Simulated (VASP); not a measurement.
**AlH: energy against volume and a worked fit**

Symmetry: Fm-3m, No. 225, cubic system. The conventional cell has a = 4.234 Å, b = 4.234 Å, c = 4.234 Å, α = 90.00°, β = 90.00°, γ = 90.00°. Around Al (site symmetry m-3m) lie 6 H at 2.12 Å. H (site symmetry m-3m) has 6 Al at 2.12 Å as nearest neighbours.

The cell comes from a database or a generator and needn't be the stable form of this composition.

The cell was scaled at fixed shape and fractions and run with VASP, PBE PAW files Al, H, 520 eV; PBE, k mesh 11 × 11 × 11 on the cell of 2 atoms, fermi-dirac occupations of 0.05 eV, no spin polarisation, no spin-orbit coupling. Energies are those that the program minimises, any entropy of the smearing included. For a metal such a mesh isn't converged to the digits shown.

```tsv
V (Å³/atom)	energy over the lowest row (meV/atom)
8.9159	7.853
9.1056	?
9.2953	0.500
9.4850	0.000
9.6747	1.264
9.8644	4.039
10.0541	8.108
```

Fit the third-order Birch-Murnaghan form, give V0, B0 and B′, and predict the energy left open.

With y = (V0/V)^(2/3), E = E0 + (9 V0 B0/16) [(y - 1)³ B′ + (y - 1)² (6 - 4y)]. Least squares through the rows shown give V0 = 9.4395 Å³/atom, E0 = -0.046 meV, B0 = 76.01 GPa (1 eV/Å³ = 160.218 GPa) and B′ = 6.21, with a largest miss of 0.005 meV. At V = 9.1056 the form with these constants gives 3.009 meV; the run gave 3.034 meV an atom.
